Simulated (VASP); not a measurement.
```xyz
16
Lattice="-4.0472 4.0472 4.0472 4.0472 -4.0472 4.0472 4.0472 4.0472 -4.0472" Properties=species:S:1:pos:R:3 pbc="T T T"
Co     2.0236     2.0236     2.0236
Co     2.0236     2.0236    -2.0236
Co     2.0236    -2.0236     2.0236
Co     2.0236     6.0708    -2.0236
As     1.2359     5.3399     0.0000
As     2.8113    -1.2927     4.0472
As     2.8113     1.2927     4.0472
As     1.2359     2.7546     0.0000
As     0.0000     1.2359     5.3399
As     4.0472     2.8113     1.2927
As     0.0000     1.2359     2.7546
As     4.0472     2.8113    -1.2927
As     5.3399     0.0000     1.2359
As     2.7546     0.0000     1.2359
As    -1.2927     4.0472     2.8113
As     1.2927     4.0472     2.8113
```

Method: LDA (Ceperley-Alder, Perdew-Zunger), VASP's LDA PAW potentials (set 64) (plane waves; VASP 6.6.1). Run with LREAL = Auto, 400 eV cut-off, 6×6×6 Γ-centred mesh, tetrahedra with Blöchl corrections, potentials Co As.

The cores are frozen, which limits the accuracy of field gradients.

Task: Give the principal components of the electric field gradient (V/Å²) and the asymmetry η at each nucleus.

Result: 
```json
[
 {"atom": "Co1", "Vxx": "5.9", "Vyy": "5.9", "Vzz": "-11.9", "η": "0.00"},
 {"atom": "Co2", "Vxx": "5.9", "Vyy": "5.9", "Vzz": "-11.9", "η": "0.00"},
 {"atom": "Co3", "Vxx": "5.9", "Vyy": "5.9", "Vzz": "-11.9", "η": "0.00"},
 {"atom": "Co4", "Vxx": "5.9", "Vyy": "5.9", "Vzz": "-11.9", "η": "0.00"},
 {"atom": "As5", "Vxx": "98.7", "Vyy": "22.0", "Vzz": "-120.6", "η": "0.64"},
 {"atom": "As6", "Vxx": "98.7", "Vyy": "22.0", "Vzz": "-120.6", "η": "0.64"},
 {"atom": "As7", "Vxx": "98.7", "Vyy": "22.0", "Vzz": "-120.6", "η": "0.64"},
 {"atom": "As8", "Vxx": "98.7", "Vyy": "22.0", "Vzz": "-120.6", "η": "0.64"},
 {"atom": "As9", "Vxx": "98.7", "Vyy": "22.0", "Vzz": "-120.6", "η": "0.64"},
 {"atom": "As10", "Vxx": "98.7", "Vyy": "22.0", "Vzz": "-120.6", "η": "0.64"},
 {"atom": "As11", "Vxx": "98.7", "Vyy": "22.0", "Vzz": "-120.6", "η": "0.64"},
 {"atom": "As12", "Vxx": "98.7", "Vyy": "22.0", "Vzz": "-120.6", "η": "0.64"},
 {"atom": "As13", "Vxx": "98.7", "Vyy": "22.0", "Vzz": "-120.6", "η": "0.64"},
 {"atom": "As14", "Vxx": "98.7", "Vyy": "22.0", "Vzz": "-120.6", "η": "0.64"},
 {"atom": "As15", "Vxx": "98.7", "Vyy": "22.0", "Vzz": "-120.6", "η": "0.64"},
 {"atom": "As16", "Vxx": "98.7", "Vyy": "22.0", "Vzz": "-120.6", "η": "0.64"}
]
```

The compound is CoAs3 in the sg204 structure. It was relaxed first, which changed the volume by +22 %. The run is not spin-polarised, so no magnetic state was tried.
